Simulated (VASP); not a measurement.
A VASP calculation is set up with these files.

### POSCAR
```
AuAl2
1
    0.0000000000     3.0155470000     3.0768290000
    3.0552330000     0.0000000000     3.0768290000
    3.0552330000     3.0155470000     0.0000000000
Al Au
2 1
Direct
  0.2500000000   0.2500000000   0.2500000000
  0.7500000000   0.7500000000   0.7500000000
 -0.0099650000   0.0099650000   0.0099650000
```

### KPOINTS
```
Regular mesh
0
gamma
  8 8 8
```

INCAR:
```
# general
SYSTEM  = AuAl2
PREC    = Accurate
ENCUT   = 400
LREAL   = .FALSE.
LASPH   = .TRUE.

# electronic loop
EDIFF   = 1E-6
NELM    = 100
ALGO    = Normal
LMAXMIX = 6

# smearing
ISMEAR  = 1
SIGMA   = 0.1

# functional
GGA     = PE

# ions
ISIF    = 2

# output
LWAVE   = .FALSE.
LCHARG  = .FALSE.
```

POTCAR, in this order: Al Au (PBE.64 set). Program: vasp_std.

Problem. Translate this PBE calculation to Quantum ESPRESSO's pw.x.

Solution. One equivalent input (not run):
```
&CONTROL
  calculation = 'scf'
  pseudo_dir = './pseudo'
  outdir = './out'
  tprnfor = .true.
  tstress = .true.
/
&SYSTEM
  ibrav = 0
  nat = 3
  ntyp = 2
  ecutwfc = 76
  occupations = 'smearing'
  smearing = 'methfessel-paxton'
  degauss = 0.00735
  input_dft = 'pbe'
/
&ELECTRONS
  conv_thr = 7.3e-08
  electron_maxstep = 100
/
ATOMIC_SPECIES
  Al 26.982 Al.upf
  Au 196.967 Au.upf
CELL_PARAMETERS angstrom
     0.0000000    3.0155470    3.0768290
     3.0552330    0.0000000    3.0768290
     3.0552330    3.0155470    0.0000000
ATOMIC_POSITIONS crystal
  Al   0.2500000  0.2500000  0.2500000
  Al   0.7500000  0.7500000  0.7500000
  Au  -0.0099650  0.0099650  0.0099650
K_POINTS automatic
  8 8 8 0 0 0
```
Limits of the translation: the potentials are each code's own (VASP's PAW set, PseudoDojo norm-conserving files in pw.x), so ENCUT and ecutwfc are chosen apart and not converted; conv_thr bounds pw.x's estimated SCF error, while EDIFF bounds the energy change between steps.

The compound is AuAl2 in the fluorite structure. The cell was not relaxed at this level, atoms are displaced from their ideal sites.
